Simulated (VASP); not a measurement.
A run of VASP 6.6.1:

INCAR

```
PREC = Accurate
ENCUT = 600
EDIFF = 1E-7
ISMEAR = 0
SIGMA = 0.03
LREAL = False
LASPH = True
NELM = 80
ALGO = Normal
ISIF = 4
LWAVE = False
LCHARG = False
GGA = PS
IBRION = 2
NSW = 40
EDIFFG = -0.01
KPAR = 2
```

The input KPOINTS:

```
regular mesh
0
Gamma
  9 9 2
```

The input POSCAR:

```
WSe2                                    
1.0
    3.2735688133      0.0000000000      0.0000000000
   -1.6367844067      2.8349937534      0.0000000000
    0.0000000000      0.0000000000     13.2201679596
  W               Se            
     2     4
Direct
     0.3333333332999970    0.6666666667000030    0.2500000000000000
     0.6666666667000030    0.3333333332999970    0.7500000000000000
     0.3333333332999970    0.6666666667000030    0.6231728638109004
     0.6666666667000030    0.3333333332999970    0.1231728638109004
     0.3333333332999970    0.6666666667000030    0.8768271361890996
     0.6666666667000030    0.3333333332999970    0.3768271361890996
```

Potentials or basis: VASP PAW PBE potentials, release 64 (W_sv, Se).

Run with:

```bash
$ cat potpaw_PBE.64/W_sv/POTCAR potpaw_PBE.64/Se/POTCAR > POTCAR
$ mpirun -np 2 vasp_std > vasp.out
```

Hardware: 2 MPI ranks on Intel(R) Xeon(R) 6975P-C (Granite Rapids), on a shared host.

**Question.** How long does it take, and how much memory?

**Answer.** Wall time 31 s on 2 MPI ranks on Intel(R) Xeon(R) 6975P-C (Granite Rapids), with other jobs on the host, peak memory 0.32 GiB a rank. Counts: scf iterations 16, k points 24, ion steps 1.
